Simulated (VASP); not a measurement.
Here is the system:

```
Ni3Si
1.0
    3.47085     0.00000     0.00000
    0.00000     3.47085     0.00000
    0.00000     0.00000     3.47085
Si Ni
1 3
Direct
  0.00000   0.00000   0.00000
  0.00000   0.50000   0.50000
  0.50000   0.00000   0.50000
  0.50000   0.50000   0.00000
```

Computed with PBE GGA with D4 dispersion, VASP's PBE PAW potentials (set 64) (plane waves; VASP). Settings: 520 eV cut-off, 8×8×8 Γ-centred mesh, first-order Methfessel-Paxton smearing of 0.10 eV, potentials Si Ni.

**Question.** What does the run give for the energy per atom (σ→0), band gap (on the k-mesh) with the smallest direct gap where there is one?

**Answer.** 
band gap (on the k-mesh): none (metal, semimetal or under 0.01 eV)
energy per atom (σ→0): -6.419 eV/atom

The absolute energy has meaning only against runs of the same code, potentials and settings.

The compound is Ni3Si in the L1_2 structure. It was relaxed first. The start is the result of an earlier pass. The run is not spin-polarised, so no magnetic state was tried.
